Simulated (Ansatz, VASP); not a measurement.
Two plane-wave programs on NbRu3C

Contents of INCAR:

```
ALGO = Normal
EDIFF = 1E-6
ENCUT = 520
GGA = PE
ISIF = 2
ISMEAR = 1
LASPH = T
LCHARG = T
LELF = T
LREAL = F
LVHAR = T
LWAVE = F
NBANDS = 38
NELM = 100
PREC = Accurate
SIGMA = 0.05
```

File KPOINTS:

```
k-points
0
Gamma
  6 6 6
```

Contents of POSCAR:

```
NbRu3C
1.0
    4.0987377220      0.0000000000      0.0000000000
    0.0000000000      4.0987377220      0.0000000000
    0.0000000000      0.0000000000      4.0987377220
Nb Ru C
1 3 1
Direct
    0.0000000000      0.0000000000      0.0000000000
    0.0000000000      0.5000000000      0.5000000000
    0.5000000000      0.0000000000      0.5000000000
    0.5000000000      0.5000000000      0.0000000000
    0.5000000000      0.5000000000      0.5000000000
```

Input for Ansatz:

```yaml
crystal:
  lattice:
    - [4.098737721958063, 0.0, 0.0]
    - [0.0, 4.098737721958063, 0.0]
    - [0.0, 0.0, 4.098737721958063]
  atoms:
    - { symbol: Nb, position: [0.0, 0.0, 0.0] }
    - { symbol: Ru, position: [0.0, 0.5, 0.5] }
    - { symbol: Ru, position: [0.5, 0.0, 0.5] }
    - { symbol: Ru, position: [0.5, 0.5, 0.0] }
    - { symbol: C, position: [0.5, 0.5, 0.5] }
basis:
  ecutwfc: 550.0
kpoints:
  mp_grid:
    grid: [6, 6, 6]
hamiltonian:
  xc: pbe
  pseudopotentials:
    kind: paw
scf:
  max_iter: 50
  convergence:
    dr2_threshold: 1.0e-09
  occupations:
    method: methfessel_paxton
    width: 0.05
output:
  stress: true
```

The cell comes from a database or a generator and needn't be the stable form of this composition.

Alike in both runs: task single point; functional PBE; k mesh 6 × 6 × 6; occupations methfessel-paxton of order 1, width 0.05 eV; no spin polarisation.

|  | VASP | Ansatz |
| --- | --- | --- |
| version | VASP 6.6.1 | Ansatz 0.2.0 |
| potentials or method | VASP PAW PBE potentials, release 64 (Nb_sv, Ru_pv, C) | plane waves, PAW |
| plane-wave cutoff (eV) | 520 | 550 |
| valence electrons in the cell | 59 | 65 |

VASP gave:

| Quantity | Value |
| --- | --- |
| pressure (GPa) | -9.6 |

Q: Which values does Ansatz return?

A: Pressure (GPa): -9.5.

The two sets of potentials don't hold the same shells in valence. Ansatz warned: «stress_scf_threshold_loose».
